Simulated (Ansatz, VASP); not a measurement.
# Ni in two plane-wave programs

One calculation is typed for both programs; each brings its own data sets. How far apart do they land? The structure shown is the end of the Ansatz relaxation below.

Main program and level: Ansatz 0.2.0; plane waves, with VASP 6.6.1 beside it; single point at PBEsol.

### 1. Set-up

The structure is tetragonal, space group I4/mmm (No. 139). Conventional cell: a = 2.424 Å, b = 2.424 Å, c = 3.503 Å, α = 90.00°, β = 90.00°, γ = 90.00°. Nearest to Ni lie 12 Ni at 2.42 to 2.45 Å.

### 2. Ansatz: relaxation, PBEsol

Ansatz runs on its PAW soft_1 files.

This run makes the geometry at which the two programs are then compared.

Contents of input.yaml:

```yaml
crystal:
  lattice:
    - [2.42401599, 0.0, 0.0]
    - [0.0, 2.42401599, 0.0]
    - [0.0, 0.0, 3.483479218]
  atoms:
    - { symbol: Ni, position: [0.0, 0.0, 0.0], spin: 0.7 }
    - { symbol: Ni, position: [0.5, 0.5, 0.5], spin: 0.7 }
magnetization:
  spin_polarized: true
kpoints:
  mp_grid: { grid: [18, 18, 13] }
scf:
  occupations: { method: fermi_dirac, width: 0.05 }
hamiltonian:
  xc: pbesol
  pseudopotentials: { kind: paw, azcp: { folder: soft_1 }, xc_functional: pbe }
basis:
  ecutwfc: 600
output:
  forces: true
  stress: true
relax:
  f_tol: 0.005
  max_steps: 70
  cell: { stress_tol: 0.02, p_target: 0, fix: [a, b, alpha, beta, gamma] }
```

The run is started by

```
$ ansatz run input.yaml --threads 4 --pin off --max-ram 10240MiB --backend cpu --events-out ev --progress --plain --runs-dir out
```

Numbers of over 12 decimals in the logs are rounded to 6 here.

Output:

```text
Engine: ansatz 0.2.0, x86_64-unknown-linux-gnu
Pseudopotentials: kind: paw
Pseudopotential: Ni, paw, valence charge 18, recommended cutoff 420 eV (normal), soft_1/Ni.paw.azcp
Functional definition: PBEsol
  exchange = pbesol_x
  correlation = pbesol_c
Crystal: 2 atoms, lattice volume = 20.468 Å³
Basis set: ecut = 600 eV, 673 PW (Γ), exchange–correlation on 40×40×60 points (8 copies of the dense FFT grid, shifted against one another)
Bands: 23, of which v1, the nominal top of the filled ones, is band 18 counted from 1 (17 counted from 0)
Symmetry: 32 space group operations
Space group: I4/mmm (ITA 139), of the structure as read, at distance tolerance 2.7e-5 Å
Magnetic group: BNS 139.531 (UNI 1191), of the structure as read, at distance tolerance 2.7e-5 Å
k-points: 385 of 4212
Non-local potential: Ni, projectors of the file, l = 0: 3, l = 1: 2, l = 2: 3, l = 3: 1
PAW form: soft (Blöchl's): semilocal exchange-correlation on the pseudo side does not see the compensation charge
PAW frozen core: Ni, regenerated for the run's functional, and the local potential with it (the file was generated under x = pbe(κ = 0.804, μ = 0.219515), c = pbe(β = 0.066725))
PAW one-centre angular grid: Ni, 590 points (default); XC on 64 Gauss nodes
Initial density: superposition of atomic densities (chi_scale 0.1, normalization cell)
Starting moments: Σ|m| = 1.4 μB on 2 of 2 sites
Initial wavefunctions: pseudopotential atomic-orbital guess
Functional: x = pbesol(κ = 0.804, μ = 0.123457), c = pbesol(β = 0.046)
SCF iter   1: F=—  HF=-11608.777362 eV  |F-HF|=—  |Δ(HF+E_count)|=         —  Δρ=8.93e-2 (↑4.08e-2 ↓8.93e-2)  dr2=1.92e0  dr2_m=1.12e-1  M=1.438 μB ∫|m|=1.510 μB  β_m=0.30  ethr=3.10e-3  ⟨swp⟩=3.7  Hψ=70264  notcnv=0
Mixer restart at iter 1: flushing history
preconditioner: auto → none  [metal: Δε(μ)=0.002 eV  Ē_g=9.855 eV  σ=0.050 eV  W_gap=0.01  n_scr=6 (ndim 8)  ℏωp=36.7 eV  f_vac=0.000  D(μ)=3.04/eV (n_scr^D=48)  sad-step TF]
SCF iter   2: F=—  HF=-11608.374759 eV  |F-HF|=—  |Δ(HF+E_count)|=   4.03e-1  Δρ=2.52e-2 (↑1.32e-2 ↓2.52e-2)  dr2=5.07e-2  dr2_m=5.63e-2  M=1.409 μB ∫|m|=1.504 μB  β_m=0.33  ethr=3.10e-3  ⟨swp⟩=3.1  Hψ=34436  notcnv=0  defer=129
SCF iter   3: F=—  HF=-11609.047481 eV  |F-HF|=—  |Δ(HF+E_count)|=         —  Δρ=1.72e-2 (↑1.72e-2 ↓7.85e-3)  dr2=1.25e-2  dr2_m=2.30e-2  M=1.389 μB ∫|m|=1.505 μB  β_m=0.33  ethr=1.41e-4  ⟨swp⟩=2.2  Hψ=30214  notcnv=0  defer=129
Mixer restart at iter 3: flushing history
SCF iter   4: F=—  HF=-11609.445443 eV  |F-HF|=—  |Δ(HF+E_count)|=   3.98e-1  Δρ=1.03e-2 (↑1.03e-2 ↓4.15e-3)  dr2=1.15e-2  dr2_m=5.05e-3  M=1.349 μB ∫|m|=1.476 μB  β_m=0.55  ethr=3.48e-5  ⟨swp⟩=2.4  Hψ=35754  notcnv=0  defer=129
SCF iter   5: F=—  HF=-11609.890164 eV  |F-HF|=—  |Δ(HF+E_count)|=   4.45e-1  Δρ=8.37e-3 (↑3.15e-3 ↓8.37e-3)  dr2=1.50e-2  dr2_m=2.24e-3  M=1.276 μB ∫|m|=1.422 μB  β_m=0.72  ethr=3.19e-5  ⟨swp⟩=2.8  Hψ=37495  notcnv=0  defer=129
SCF iter   6: F=—  HF=-11610.000345 eV  |F-HF|=—  |Δ(HF+E_count)|=   1.10e-1  Δρ=1.41e-2 (↑1.33e-2 ↓1.41e-2)  dr2=7.58e-2  dr2_m=4.15e-5  M=1.263 μB ∫|m|=1.414 μB  β_m=0.51  ethr=3.19e-5  ⟨swp⟩=2.8  Hψ=39398  notcnv=0  defer=140  recentre
SCF iter   7: F=—  HF=-11609.965612 eV  |F-HF|=—  |Δ(HF+E_count)|=   3.47e-2  Δρ=3.86e-3 (↑1.24e-3 ↓3.86e-3)  dr2=2.81e-3  dr2_m=4.65e-4  M=1.245 μB ∫|m|=1.396 μB  β_m=0.67  ethr=3.19e-5  ⟨swp⟩=2.5  Hψ=39166  notcnv=0  defer=187
SCF iter   8: F=—  HF=-11609.974098 eV  |F-HF|=—  |Δ(HF+E_count)|=   8.49e-3  Δρ=1.68e-3 (↑6.70e-4 ↓1.68e-3)  dr2=6.22e-4  dr2_m=5.96e-5  M=1.235 μB ∫|m|=1.387 μB  β_m=0.78  ethr=7.82e-6  ⟨swp⟩=2.1  Hψ=29321  notcnv=0  defer=187
SCF iter   9: F=—  HF=-11609.974883 eV  |F-HF|=—  |Δ(HF+E_count)|=   7.85e-4  Δρ=9.51e-5 (↑3.17e-5 ↓9.51e-5)  dr2=1.92e-6  dr2_m=2.01e-7  M=1.232 μB ∫|m|=1.385 μB  β_m=0.89  ethr=1.73e-6  ⟨swp⟩=2.0  Hψ=25776  notcnv=0  defer=187
SCF iter  10: F=—  HF=-11609.974885 eV  |F-HF|=—  |Δ(HF+E_count)|=   1.89e-6  Δρ=1.96e-5 (↑2.10e-6 ↓1.96e-5)  dr2=5.06e-8  dr2_m=1.75e-8  M=1.232 μB ∫|m|=1.384 μB  β_m=0.95  ethr=5.32e-9  ⟨swp⟩=2.0  Hψ=31954  notcnv=0  defer=187
SCF iter  11: F=-11609.974885 eV  HF=-11609.974885 eV  |F-HF|=8.95e-10  |Δ(HF+E_count)|=   1.39e-9  Δρ=1.34e-6 (↑1.13e-6 ↓1.34e-6)  dr2=8.02e-10  dr2_m=2.95e-11  M=1.232 μB ∫|m|=1.384 μB  ethr=1.40e-10  ⟨swp⟩=2.8  Hψ=62200  notcnv=0
SCF 1 converged in 11 iterations: F = -11609.974885 eV  dr2 = 8.02e-10
  greatest PAW one-centre occupation: 1.001 electrons in one spin orbital (limit 2), on the Ni atom at site 1 (counted from 0), in its partial waves of l = 1
relax step   1: F+E_penalty+E_count = -11609.97488512 eV  Δ(F+E_penalty+E_count) = +0.000e0 eV  max|allowed force component| = 5.584e-30 eV/Å  Δτ_max = 0.0000 Å  P = +3.496 GPa  Ω = 20.468 Å³  fix = [a, b, alpha, beta, gamma]  reactions: a +4.276, b +4.276 GPa  (11 SCF iters, dr2 threshold 1.00e-7 eV, accepted)
[...]
relax step   2: F+E_penalty+E_count = -11609.97531674 eV  Δ(F+E_penalty+E_count) = -4.316e-4 eV  max|allowed force component| = 1.109e-29 eV/Å  Δτ_max = 0.0000 Å  P = +2.952 GPa  Ω = 20.515 Å³  energy of the carried Pulay correction = -1.528e-5 eV  fix = [a, b, alpha, beta, gamma]  reactions: a +3.843, b +3.843 GPa  (7 SCF iters, dr2 threshold 2.00e-7 eV, accepted)
[...]
relax step   3: F+E_penalty+E_count = -11609.97555305 eV  Δ(F+E_penalty+E_count) = -2.363e-4 eV  max|allowed force component| = 7.573e-29 eV/Å  Δτ_max = 0.0000 Å  P = +2.136 GPa  Ω = 20.585 Å³  energy of the carried Pulay correction = -3.857e-5 eV  fix = [a, b, alpha, beta, gamma]  reactions: a +3.196, b +3.196 GPa  (7 SCF iters, dr2 threshold 2.00e-7 eV, accepted)
[...]
relax step   4: F+E_penalty+E_count = -11609.97559054 eV  Δ(F+E_penalty+E_count) = -3.749e-5 eV  max|allowed force component| = 1.323e-28 eV/Å  Δτ_max = 0.0000 Å  P = +2.133 GPa  Ω = 20.585 Å³  fix = [a, b, alpha, beta, gamma]  reactions: a +3.193, b +3.193 GPa  stress off target by 1.25e-2 GPa on what of the cell is left free  SCF on the basis re-selected at this cell (its energy is not comparable with the rows above)  (8 SCF iters)
basis re-selected at this cell: Δ(F+E_penalty+E_count) = -3.749e-5 eV, ΔP = -0.003 GPa vs the last step (what re-selecting the basis moved, of the pressure what is left beyond the Pulay correction that the steps carried, after the strain that the cell walked since its last selection, with what the two solves' SCF thresholds leave and, on support functions, any second-order correction that the steps lacked; it is no m [...]
SCF converged after 8 iterations
Magnetization: 1.2359 μB (18.6179 up, 17.3821 down)
Absolute magnetization: 1.3918 μB (∫|ρ↑−ρ↓|, with the PAW one-centre terms)
Spin contamination: 0.0107 ħ² per cell (⟨S²⟩ above its minimum at these occupations)
Per-site moments (μB) at R_I (Å): [(0.652046, 0.999906595875), (0.652046, 0.999906595875)]
Free energy (F): -11609.975591 eV
Harris-Foulkes:  -11609.975591 eV  (|F-HF|=1.82e-12)
Internal energy: -11609.948681 eV  (E = F + TS)
E sigma→0 (E₀):  -11609.962136 eV
Entropy (-TS):   -0.026909 eV (-13.455 meV/atom)
Fermi energy:    19.048751 eV
--- Per-component energies (eV) ---
  E_band       = -538.849555
  E_kinetic    = 680.966911
  E_local      = -5291.556291  (includes V_loc(G=0)·N_el)
  E_nonlocal   = -229.005551
  E_hartree    = 2893.107609
  E_xc         = -225.217542
  E_vxc        = -291.920552  (∫ρ·V_xc dr)
  E_paw        = -3243.860454  (= ΣΔE_a)
  E_vpaw       = -1193.549829  (= ΣTr[D̂ρ^β])
  E_aug_tail   = 0.000529  (compensation charges beyond the density's cutoff)
  E_ewald      = -6194.778471
  E_core_change = 0.394578  (= ΣΔE_core)
  E_smearing   = -0.026909  (= −TS)
  E_closure    = 0.000000  (closes the sum)
  Σ components = -11609.975591   (vs F -11609.975591, Δ=0.00e0)
--- Forces (eV/Å), atoms counted from 1 ---
  atom   1  Ni     0.00000000     0.00000000     0.00000000
  atom   2  Ni     0.00000000     0.00000000     0.00000000
  max |Σ_I F_I| component: 2.65e-28 eV/Å
--- Stress (GPa, compression-positive) ---
        3.192535       0.000000      -0.000000
        0.000000       3.192535       0.000000
       -0.000000      -0.000000       0.012499
  P = ⅓ Tr σ = 2.1325 GPa (21.325 kbar)
--- Relaxed structure (3 steps of the walk, 3 accepted, 1 SCFs on fresh bases) ---
  F+E_penalty+E_count = -11609.97559054 eV   max|allowed force component| = 1.323e-28 eV/Å   (the final SCF, on the basis selected at the relaxed cell)
  cell:  # Å, volume = 20.5850 Å³
    - [2.42401599, 0, 0]
    - [0, 2.42401599, 0]
    - [0, 0, 3.503323]
  atoms:
    - { symbol: Ni, position: [0.0, 0.0, 0.0] }
    - { symbol: Ni, position: [0.500000, 0.500000, 0.500000] }
```

### 3. VASP: single point, PBEsol, pair 1

The same cell, functional, mesh and smearing now go to VASP, with its own data sets.

Lines of VASP's logs that name or quote its potential files are left out, and so is its time.

Contents of INCAR:

```
SYSTEM = Ni
PREC = Accurate
ENCUT = 600
EDIFF = 1E-06
NELM = 200
ISMEAR = -1
SIGMA = 0.05
LREAL = .FALSE.
ALGO = Normal
GGA = PS
NBANDS = 18
ISPIN = 2
MAGMOM = 0.65 0.65
LASPH = .TRUE.
LMAXMIX = 4
LORBIT = 11
LWAVE = .FALSE.
LCHARG = .FALSE.
ISIF = 2
GGA_COMPAT = .FALSE.
KPAR = 2
```

Contents of POSCAR:

```
Ni
1.0
    2.4240159900      0.0000000000      0.0000000000
    0.0000000000      2.4240159900      0.0000000000
    0.0000000000      0.0000000000      3.5033233854
Ni
2
Direct
    0.0000000000      0.0000000000      0.0000000000
    0.5000000000      0.5000000000      0.5000000000
```

Contents of KPOINTS:

```
Automatic mesh
0
Gamma
18 18 13
0 0 0
```

Potentials, in the order of the species: Ni (PBE family, release 64).

The run is started by

```
$ mpirun -np 2 vasp_std
```

Output:

```text
[banner, memory and clock lines left out]
running    2 mpi-ranks, on    1 nodes
 distrk:  each k-point on    1 cores,    2 groups
 distr:  one band on    1 cores,    1 groups

 POSCAR found type information on POSCAR Ni
 POSCAR found :  1 types and       2 ions
|                                                                             |
|               ----> ADVICE to this user running VASP <----                  |
|                                                                             |
|     You enforced a specific xc type in the INCAR file but a different       |
|     [... a line on the potential file left out ...]
|     I HOPE YOU KNOW WHAT YOU ARE DOING!                                     |
|                                                                             |

 LDA part: xc-table for (Slater+PW92), standard interpolation
 POSCAR, INCAR and KPOINTS ok, starting setup
 FFT: planning ... GRIDC
 FFT: planning ... GRID_SOFT
 FFT: planning ... GRID
 WAVECAR not read
 entering main loop
       N       E                     dE             d eps       ncg     rms          rms(c)
DAV:   1     0.961940986769E+02    0.96194E+02   -0.98096E+03 29792   0.172E+03
DAV:   2    -0.102662430179E+02   -0.10646E+03   -0.99616E+02 27824   0.266E+02
DAV:   3    -0.146419754109E+02   -0.43757E+01   -0.42416E+01 30008   0.675E+01
DAV:   4    -0.147000482253E+02   -0.58073E-01   -0.58031E-01 32162   0.685E+00
DAV:   5    -0.147016705621E+02   -0.16223E-02   -0.16222E-02 30642   0.110E+00    0.158E+01
DAV:   6    -0.129412610346E+02    0.17604E+01   -0.10759E+01 30072   0.712E+01    0.813E+00
DAV:   7    -0.123256687022E+02    0.61559E+00   -0.20020E+00 30500   0.281E+01    0.290E+00
DAV:   8    -0.122880854639E+02    0.37583E-01   -0.16065E-02 41960   0.200E+00    0.136E+00
DAV:   9    -0.122825401250E+02    0.55453E-02   -0.94414E-04 41068   0.407E-01    0.412E-01
DAV:  10    -0.122813721132E+02    0.11680E-02   -0.11395E-04 39772   0.155E-01    0.137E-01
DAV:  11    -0.122811564155E+02    0.21570E-03   -0.55812E-05 37450   0.103E-01    0.270E-02
DAV:  12    -0.122811559468E+02    0.46871E-06   -0.42210E-06 32998   0.249E-02
   1 F= -.12281156E+02 E0= -.12267489E+02  d E =-.273344E-01  mag=     1.2163
```

From OUTCAR (step 3):

```text
ion  position               nearest neighbor table
   1  0.000  0.000  0.000-   2 2.45   2 2.45   2 2.45   2 2.45   2 2.45   2 2.45   2 2.45   2 2.45

  LATTYP: Found a simple tetragonal cell.
 ALAT       =     2.4240159900
 C/A-ratio  =     1.4452558893

 Subroutine GETGRP returns: Found 16 space group operations
 (whereof 16 operations were pure point group operations)

The static configuration has the point symmetry D_4h.

 Found    385 irreducible k-points:

   k-points           NKPTS =    385   k-points in BZ     NKDIM =    385   number of bands    NBANDS=     18

   dimension x,y,z NGX =    20 NGY =   20 NGZ =   28
   dimension x,y,z NGXF=    40 NGYF=   40 NGZF=   56

   ENCUT  =  600.0 eV  44.10 Ry    6.64 a.u.   4.84  4.84  7.00*2*pi/ulx,y,z

   NELECT =      20.0000    total number of electrons

 k-points in reciprocal lattice and weights: Automatic mesh
   0.00000000  0.00000000  0.00000000       0.000
   0.05555556  0.00000000  0.00000000       0.001
   0.11111111  0.00000000  0.00000000       0.001
   0.16666667  0.00000000  0.00000000       0.001
   0.22222222  0.00000000  0.00000000       0.001
   0.27777778  0.00000000  0.00000000       0.001
   0.33333333  0.00000000  0.00000000       0.001
   0.38888889  0.00000000  0.00000000       0.001
   0.44444444  0.00000000  0.00000000       0.001
[...]
0.50000000  0.44444444  0.46153846       0.002
   0.50000000  0.50000000  0.46153846       0.000

 average (electrostatic) potential at core
       1 -81.1750       2 -81.1750

 E-fermi :   9.9907

 spin component 1
 k-point     1 :       0.0000    0.0000    0.0000
  band No.  band energies     occupation
    ...
      7       8.6168      1.00000
      8       8.7740      1.00000
      9       9.4820      0.99996
     10       9.5740      0.99976
     11       9.5740      0.99976
     12      12.0726      0.00000
     13      19.3021      0.00000
     14      25.6580      0.00000
     15      25.6580      0.00000
     16      30.7173      0.00000
    ...

 k-point     2 :       0.0556    0.0000    0.0000
  band No.  band energies     occupation
    ...
      7       8.6202      1.00000
      8       8.7535      1.00000
      9       9.3535      1.00000
     10       9.4439      0.99998
     11       9.5606      0.99982
     12      12.3769      0.00000
     13      19.3198      0.00000
     14      24.7829      0.00000
     15      25.7887      0.00000
     16      31.2202      0.00000
    ...

 k-point     3 :       0.1111    0.0000    0.0000
  band No.  band energies     occupation
    ...
      7       8.6355      1.00000
      8       8.6950      1.00000
      9       8.8815      1.00000
     10       9.3356      1.00000
     11       9.5205      0.99992
     12      13.1003      0.00000
     13      19.3688      0.00000
     14      22.9867      0.00000
     15      26.1744      0.00000
     16      31.8655      0.00000
    ...

 k-point     4 :       0.1667    0.0000    0.0000
  band No.  band energies     occupation
    ...
      7       8.3673      1.00000
      8       8.6074      1.00000
      9       8.6795      1.00000
     10       9.1736      1.00000
     11       9.4543      0.99998
     12      14.0337      0.00000
     13      19.3897      0.00000
     14      21.0690      0.00000
     15      26.7983      0.00000
     16      31.7489      0.00000
    ...

 k-point     5 :       0.2222    0.0000    0.0000
  band No.  band energies     occupation
    ...
      7       7.8919      1.00000
      8       8.5035      1.00000
      9       8.7841      1.00000
     10       8.9800      1.00000
     11       9.3627      1.00000
     12      15.0963      0.00000
     13      18.5932      0.00000
     14      20.0657      0.00000
     15      27.6369      0.00000
     16      30.0667      0.00000
    ...

 k-point     6 :       0.2778    0.0000    0.0000
  band No.  band energies     occupation
    ...
      7       7.8964      1.00000
      8       8.3984      1.00000
      9       8.7783      1.00000
     10       8.9853      1.00000
     11       9.2473      1.00000
     12      16.2588      0.00000
     13      16.8296      0.00000
     14      20.2377      0.00000
     15      28.3203      0.00000
     16      28.6650      0.00000
    ...

  Total        0.3869887      0.3869887     -0.0118204      0.0000000      0.0000000     -0.0000000
  in kB       30.1201880     30.1201880     -0.9200099      0.0000000      0.0000000     -0.0000000
  external PRESSURE =      19.7734554 kB  Pullay stress =       0.0000000 kB

  energy-cutoff  :      600.00
  volume of cell :       20.59
      direct lattice vectors                 reciprocal lattice vectors
     2.424015990  0.000000000  0.000000000     0.412538533  0.000000000  0.000000000
     0.000000000  2.424015990  0.000000000     0.000000000  0.412538533  0.000000000
     0.000000000  0.000000000  3.503323385     0.000000000  0.000000000  0.285443246

 POSITION                                       TOTAL-FORCE (eV/Angst)
 -----------------------------------------------------------------------------------
      0.00000      0.00000      0.00000        -0.000000     -0.000000      0.000000
      1.21201      1.21201      1.75166         0.000000      0.000000     -0.000000
 -----------------------------------------------------------------------------------
    total drift:                               -0.000000      0.000000      0.000000

  FREE ENERGIE OF THE ION-ELECTRON SYSTEM (eV)
  ---------------------------------------------------
  free  energy   TOTEN  =       -12.2811559468 eV

  energy  without entropy=      -12.2538215320  energy(sigma->0) =      -12.26748874

 total charge
# of ion       s       p       d       tot
------------------------------------------
    1        0.525   0.554   8.339   9.418
    2        0.525   0.554   8.339   9.418
--------------------------------------------------
tot          1.050   1.109  16.678  18.837

 magnetization (x)
# of ion       s       p       d       tot
------------------------------------------
    1       -0.006  -0.024   0.643   0.613
    2       -0.006  -0.024   0.643   0.613
--------------------------------------------------
tot         -0.013  -0.047   1.286   1.226

[... 6 further parts left out ...]
```

The magnetic state follows from one typed start and may not be the lowest.

### 4. Side by side

Known differences besides the potentials themselves: VASP starts from the moments at which Ansatz ended; the data sets hold 36 valence electrons in Ansatz (on its PAW soft_1 files) and 20 in VASP; Ansatz makes its cores anew for this functional, VASP keeps those of its PBE data sets; Ansatz's pressure holds a Pulay correction, VASP's none; site moments are counted in spheres of each program's own size. Total energies have different zeros and are not compared.

Compared:

```
          quantity  Ansatz  VASP  difference
    pressure (GPa)    2.13  1.98       +0.16
 total moment (μB)    1.24  1.22       +0.02
moment on Ni1 (μB)    0.65  0.61       +0.04
moment on Ni2 (μB)    0.65  0.61       +0.04
```

### 5. Ansatz: relaxation, PBEsol

This run makes the geometry at which the two programs are then compared. The cell compared in this pair holds 20.77 Å³, against 20.59 Å³ for the pair before.

The structure compared here is the end of the Ansatz relaxation.

input.yaml: that of step 2 with these lines changed.

```diff
@@ -2,5 +2,5 @@
   lattice:
-    - [2.42401599, 0.0, 0.0]
-    - [0.0, 2.42401599, 0.0]
-    - [0.0, 0.0, 3.483479218]
+    - [2.448501, 0.0, 0.0]
+    - [0.0, 2.448501, 0.0]
+    - [0.0, 0.0, 3.462703]
   atoms:
```

The run is started by

```
$ ansatz run input.yaml --threads 4 --pin off --max-ram 10240MiB --backend cpu --events-out ev --progress --plain --runs-dir out
```

Output:

```text
[...]
Crystal: 2 atoms, lattice volume = 20.759 Å³
Basis set: ecut = 600 eV, 673 PW (Γ), exchange–correlation on 40×40×60 points (8 copies of the dense FFT grid, shifted against one another)
Bands: 23, of which v1, the nominal top of the filled ones, is band 18 counted from 1 (17 counted from 0)
Symmetry: 32 space group operations
[...]
0.000000       0.000000       0.000248
  P = ⅓ Tr σ = 0.0017 GPa (0.017 kbar)
--- Relaxed structure (3 steps of the walk, 3 accepted, 1 SCFs on fresh bases) ---
[...]
cell:  # Å, volume = 20.7673 Å³
    - [2.448501, 0, 0.0]
    - [0, 2.448501, 0.0]
    - [0.0, 0.0, 3.464010]
  atoms:
    - { symbol: Ni, position: [0.0, 0.0, 0.0] }
    - { symbol: Ni, position: [0.500000, 0.500000, 0.5] }
[key lines of the parts left out:]
SCF converged after 7 iterations
Magnetization: 1.2362 μB (18.6181 up, 17.3819 down)
Free energy (F): -11609.979617 eV
Fermi energy:    18.841174 eV
```

(Continued in part 2 of 2.)

[Lines on the potential files, build, host, timing and source positions are cut from VASP's logs without a mark.]

[Logs are printed without paths, hosts, clocks, repeated set-up lines and the standing remarks that a program may print on its own settings, such as how far it seeks lower states.]

[Hosts, paths, dates, database ids (printed as entryN), source tags and the programs' standing remarks are cut or masked in the printed files.]
